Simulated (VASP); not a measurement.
Computed with PBEsol GGA, VASP's PBE PAW potentials (set 64) (plane waves; VASP).

VASP ran on this input.

INCAR:
```
! general
SYSTEM  = NiO
PREC    = Accurate
ENCUT   = 600
LREAL   = .FALSE.
LASPH   = .TRUE.

! electronic loop
EDIFF   = 1E-7
NELM    = 100
ALGO    = Normal
LMAXMIX = 4

! smearing
ISMEAR  = 0
SIGMA   = 0.05

! functional
GGA     = PS

! spin
ISPIN   = 2
MAGMOM  = 1.3 -1.3 2*0.0

! ions
IBRION  = 2
NSW     = 40
ISIF    = 3
EDIFFG  = -0.01
PSTRESS = 150

! output
LWAVE   = .FALSE.
LCHARG  = .FALSE.
LORBIT  = 10
```

**KPOINTS**
```
Automatic mesh
0
Gamma
8 8 8
0 0 0
```

File POSCAR:
```
NiO
1.0
  4.0222181104   1.9947770140   1.9947770140
  1.9947770140   4.0222181104   1.9947770140
  1.9947770140   1.9947770140   4.0222181104
Ni O
2 2
Cart
  1.9947770140   4.0222181104   1.9947770140
  4.0058860692   4.0058860692   4.0058860692
  2.0029430346   2.0029430346   2.0029430346
  6.0088291038   6.0088291038   6.0088291038
```

POTCAR, in this order: Ni O (PBE.64 set). Program: vasp_std.

The run wrote:

### OUTCAR
```
 ion  position               nearest neighbor table
   1  0.000  0.000  0.000-   4 2.02   4 2.02   4 2.02   3 2.02   3 2.02   3 2.02   2 2.84   2 2.84
                             2 2.84   2 2.84   2 2.84   2 2.84
   2  0.500  0.500  0.500-   3 2.02   3 2.02   3 2.02   4 2.02   4 2.02   4 2.02   1 2.84   1 2.84
                             1 2.84   1 2.84   1 2.84   1 2.84
   3  0.250  0.250  0.250-   1 2.02   1 2.02   1 2.02   2 2.02   2 2.02   2 2.02
   4  0.750  0.750  0.750-   2 2.02   2 2.02   2 2.02   1 2.02   1 2.02   1 2.02
  LATTYP: Found a trigonal (rhomboedric) cell.
 ALAT       =     4.9128921420
 COS(alpha) =     0.8296971047
 Subroutine PRICEL returns following result:
  LATTYP: Found a trigonal (rhomboedric) cell.
 ALAT       =     2.8441845931
 COS(alpha) =     0.4918628682
 Subroutine GETGRP returns: Found 12 space group operations
The static configuration has the point symmetry D_3d.
The dynamic configuration has the point symmetry D_3d.
The overall configuration has the point symmetry D_3d.
 Subroutine INISYM returns: Found 12 space group operations
 Subroutine IBZKPT returns following result:
 Found     65 irreducible k-points:

 Following reciprocal coordinates:
            Coordinates               Weight
  0.000000  0.000000  0.000000      1.000000
...
```

File OSZICAR:
```
       N       E                     dE             d eps       ncg     rms          rms(c)
DAV:   1     0.268345239783E+03    0.26835E+03   -0.17463E+04  5344   0.241E+03
DAV:   2     0.174632253373E+01   -0.26660E+03   -0.25019E+03  5364   0.436E+02
DAV:   3    -0.281150445208E+02   -0.29861E+02   -0.28338E+02  5908   0.165E+02
DAV:   4    -0.290943275179E+02   -0.97928E+00   -0.96962E+00  5844   0.311E+01
DAV:   5    -0.291219205121E+02   -0.27593E-01   -0.27578E-01  6264   0.496E+00    0.227E+01
DAV:   6    -0.263227653751E+02    0.27992E+01   -0.37428E+01  7872   0.108E+02    0.209E+01
DAV:   7    -0.251591662488E+02    0.11636E+01   -0.64281E+00  6696   0.727E+01    0.106E+01
DAV:   8    -0.252805300827E+02   -0.12136E+00   -0.16860E+00  5944   0.113E+01    0.660E+00
DAV:   9    -0.252021724910E+02    0.78358E-01   -0.11551E-01  8396   0.991E+00    0.122E+00
DAV:  10    -0.252120686915E+02   -0.98962E-02   -0.54663E-02  7328   0.296E+00    0.589E-01
DAV:  11    -0.252130400413E+02   -0.97135E-03   -0.49692E-03  6896   0.226E+00    0.136E-01
DAV:  12    -0.252132147140E+02   -0.17467E-03   -0.15532E-03  6676   0.415E-01    0.824E-02
DAV:  13    -0.252131912653E+02    0.23449E-04   -0.23797E-04  8732   0.242E-01    0.260E-02
DAV:  14    -0.252131903578E+02    0.90749E-06   -0.27287E-05  5956   0.911E-02    0.237E-02
DAV:  15    -0.252131890154E+02    0.13424E-05   -0.11797E-05  7960   0.487E-02    0.391E-03
DAV:  16    -0.252131891179E+02   -0.10252E-06   -0.84298E-07  6736   0.135E-02    0.164E-03
DAV:  17    -0.252131890744E+02    0.43472E-07   -0.40007E-08  2704   0.478E-03
   1 F= -.22129960E+02 E0= -.22129960E+02  d E =-.221300E+02  mag=     0.0000
       N       E                     dE             d eps       ncg     rms          rms(c)
DAV:   1    -0.252187295121E+02   -0.55404E-02   -0.14242E-02  6436   0.176E+00    0.205E-01
DAV:   2    -0.252181271257E+02    0.60239E-03   -0.25927E-03  6360   0.996E-01    0.129E-01
DAV:   3    -0.252180605943E+02    0.66531E-04   -0.24388E-04  7300   0.367E-01    0.740E-02
DAV:   4    -0.252180477597E+02    0.12835E-04   -0.51066E-05  7068   0.108E-01    0.249E-02
DAV:   5    -0.252180422568E+02    0.55028E-05   -0.10022E-05  8968   0.657E-02    0.137E-02
DAV:   6    -0.252180405412E+02    0.17156E-05   -0.55190E-06  5768   0.358E-02    0.407E-03
DAV:   7    -0.252180404905E+02    0.50702E-07   -0.69876E-07  6600   0.934E-03
   2 F= -.22129958E+02 E0= -.22129958E+02  d E =0.206308E-05  mag=     0.0000
       N       E                     dE             d eps       ncg     rms          rms(c)
DAV:   1    -0.252156975265E+02    0.23430E-02   -0.39590E-03  6432   0.926E-01    0.108E-01
DAV:   2    -0.252155300755E+02    0.16745E-03   -0.72210E-04  6400   0.521E-01    0.676E-02
DAV:   3    -0.252155129008E+02    0.17175E-04   -0.66844E-05  7280   0.191E-01    0.392E-02
DAV:   4    -0.252155093379E+02    0.35629E-05   -0.14039E-05  7064   0.576E-02    0.131E-02
DAV:   5    -0.252155078793E+02    0.14587E-05   -0.26924E-06  8232   0.347E-02    0.719E-03
DAV:   6    -0.252155075625E+02    0.31676E-06   -0.17373E-06  5808   0.197E-02    0.223E-03
DAV:   7    -0.252155075173E+02    0.45189E-07   -0.17989E-07  3712   0.518E-03
   3 F= -.22129978E+02 E0= -.22129978E+02  d E =-.178525E-04  mag=     0.0000
```

### OUTCAR
```
------------------------ aborting loop because EDIFF is reached ----------------------------------------
  FORCE on cell =-STRESS in cart. coord.  units (eV):
  Direction    XX          YY          ZZ          XY          YZ          ZX
  --------------------------------------------------------------------------------------
  Total        3.0799208      3.0799208      3.0799208     -0.0078959     -0.0078959     -0.0078959
  in kB      149.7273443    149.7273443    149.7273443     -0.3838512     -0.3838512     -0.3838512
  external PRESSURE =      -0.2726557 kB  Pullay stress =     150.0000000 kB
  volume of cell :       32.96
      direct lattice vectors                 reciprocal lattice vectors
     4.023004166  1.994950111  1.994950111     0.370321901 -0.122761603 -0.122761603
     1.994950111  4.023004166  1.994950111    -0.122761603  0.370321901 -0.122761603
     1.994950111  1.994950111  4.023004166    -0.122761603 -0.122761603  0.370321901
 POSITION                                       TOTAL-FORCE (eV/Angst)
 -----------------------------------------------------------------------------------
      0.00000      0.00000      0.00000        -0.000000     -0.000000     -0.000000
      4.00645      4.00645      4.00645        -0.000000     -0.000000     -0.000000
      2.00323      2.00323      2.00323         0.000000      0.000000      0.000000
      6.00968      6.00968      6.00968         0.000000     -0.000000      0.000000
 -----------------------------------------------------------------------------------
    total drift:                                0.000000     -0.000000     -0.000000
  FREE ENERGIE OF THE ION-ELECTRON SYSTEM (eV)
  ---------------------------------------------------
  free  energy   TOTEN  =       -25.2155075173 eV

  energy  without entropy=      -25.2155075173  energy(sigma->0) =      -25.21550752
  enthalpy is  TOTEN    =       -22.1299781084 eV   P V=        3.0855294089

 total charge

# of ion       s       p       d       tot
------------------------------------------
    1        0.370   0.494   8.362   9.225
    2        0.370   0.494   8.362   9.225
    3        1.555   3.438   0.000   4.993
    4        1.555   3.438   0.000   4.993
--------------------------------------------------
tot          3.849   7.864  16.723  28.437

 magnetization (x)

# of ion       s       p       d       tot
------------------------------------------
    1       -0.012  -0.016   1.250   1.222
    2        0.012   0.016  -1.250  -1.222
    3        0.000   0.000   0.000   0.000
    4        0.000   0.000   0.000   0.000
--------------------------------------------------
tot          0.000   0.000   0.000   0.000

 reached required accuracy - stopping structural energy minimisation
```
(Selected blocks of OUTCAR.)

File CONTCAR:
```
NiO
   1.00000000000000
     4.0230041663209599    1.9949501110651247    1.9949501110651247
     1.9949501110651247    4.0230041663209599    1.9949501110651247
     1.9949501110651247    1.9949501110651247    4.0230041663209599
  Ni              O
     2     2
Direct
     0.0000000000000000    0.0000000000000000    0.0000000000000000
     0.5000000000000000    0.5000000000000000    0.5000000000000000
     0.2500000000000000    0.2500000000000000    0.2500000000000000
     0.7500000000000000    0.7500000000000000    0.7500000000000000
```

OUTCAR:
```
 val. band max:        8.8359199885   @ k =   0.3750   0.3750   0.2500

 cond. band min:       9.5753595946   @ k =   0.5000   0.2500   0.2500


 Fermi energy:         9.1444610444

 spin component 1

 k-point     1 :       0.0000    0.0000    0.0000
  band No.  band energies     occupation
      1     -11.9324      1.00000
      2     -10.1569      1.00000
      3       0.1626      1.00000
      4       3.0109      1.00000
      5       3.0109      1.00000
      6       5.9450      1.00000
      7       5.9450      1.00000
      8       6.0507      1.00000
      9       6.7070      1.00000
     10       6.7070      1.00000
     11       6.8294      1.00000
     12       7.0657      1.00000
     13       7.0658      1.00000
     14       8.0937      1.00000
     15       8.0937      1.00000
     16       8.4882      1.00000
     17      10.9365      0.00000
     18      10.9366      0.00000
     19      11.4806      0.00000
     20      14.9022      0.00000

 k-point     2 :       0.1250    0.0000    0.0000
  band No.  band energies     occupation
      1     -11.7395      1.00000
      2     -10.1348      1.00000
      3       0.4593      1.00000
      4       2.9051      1.00000
      5       3.0646      1.00000
      6       4.4907      1.00000
      7       5.3209      1.00000
      8       5.3389      1.00000
      9       6.7505      1.00000
     10       7.0763      1.00000
     11       7.1887      1.00000
     12       7.3316      1.00000
     13       7.7667      1.00000
     14       8.1591      1.00000
     15       8.2315      1.00000
     16       8.4521      1.00000
     17      10.3509      0.00000
     18      10.8028      0.00000
     19      12.4668      0.00000
     20      15.9155      0.00000

 k-point     3 :       0.2500    0.0000    0.0000
  band No.  band energies     occupation
      1     -11.2338      1.00000
      2     -10.0779      1.00000
      3       1.1923      1.00000
...
```

The compound is NiO in the rock salt, AFM-II order structure. This run relaxes it under an external pressure of 15 GPa. Symmetry was kept, so distortions that lower it aren't found.
